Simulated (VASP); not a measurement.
An input for Quantum ESPRESSO's pw.x (written as the equivalent of a VASP run, and not itself run):

```
&CONTROL
  calculation = 'scf'
  pseudo_dir = './pseudo'
  outdir = './out'
  tprnfor = .true.
  tstress = .true.
/
&SYSTEM
  ibrav = 0
  nat = 2
  ntyp = 2
  ecutwfc = 86
  occupations = 'smearing'
  smearing = 'gaussian'
  degauss = 0.003675
  input_dft = 'vdw-df-ob86'
/
&ELECTRONS
  conv_thr = 7.3e-09
  electron_maxstep = 100
/
ATOMIC_SPECIES
  Ca 40.078 Ca.upf
  Se 78.971 Se.upf
CELL_PARAMETERS angstrom
     0.0000000    2.8936750    2.8936750
     2.8936750    0.0000000    2.8936750
     2.8936750    2.8936750    0.0000000
ATOMIC_POSITIONS crystal
  Ca   0.0000000  0.0000000  0.0000000
  Se   0.5000000  0.5000000  0.5000000
K_POINTS automatic
  8 8 8 0 0 0
```

### Question
Translate this input to VASP (INCAR, KPOINTS, POSCAR, choice of POTCAR).

### Answer
This is not unique; one that fits is 
**KPOINTS**
```
Automatic mesh
0
Gamma
8 8 8
0 0 0
```

INCAR:
```
! general
SYSTEM    =  CaSe
PREC      =  Accurate
ENCUT     =  520
LREAL     =  .FALSE.
LASPH     =  .TRUE.

! electronic loop
EDIFF     =  1E-7
NELM      =  100
ALGO      =  Normal
LMAXMIX   =  4

! smearing
ISMEAR    =  0
SIGMA     =  0.05

! functional
GGA       =  MK
LUSE_VDW  =  .TRUE.
AGGAC     =  0.0
PARAM1    =  0.1234
PARAM2    =  1.0

! ions
ISIF      =  2

! output
LWAVE     =  .FALSE.
LCHARG    =  .FALSE.
```

**POSCAR**
```
CaSe
1
    0.0000000000     2.8936749997     2.8936749997
    2.8936749997     0.0000000000     2.8936749997
    2.8936749997     2.8936749997     0.0000000000
Ca Se
1 1
Direct
  0.0000000000   0.0000000000   0.0000000000
  0.5000000000   0.5000000000   0.5000000000
```

POTCAR, in this order: Ca_sv Se (PBE.64 set). Program: vasp_std.

Limits of the translation: the potentials are each code's own (VASP's PAW set, PseudoDojo norm-conserving files in pw.x), so ENCUT and ecutwfc are chosen apart and not converted; conv_thr bounds pw.x's estimated SCF error, while EDIFF bounds the energy change between steps.

The compound is CaSe in the rock salt structure. This cell is one point of a volume scan, at 0.94 of the reference volume.
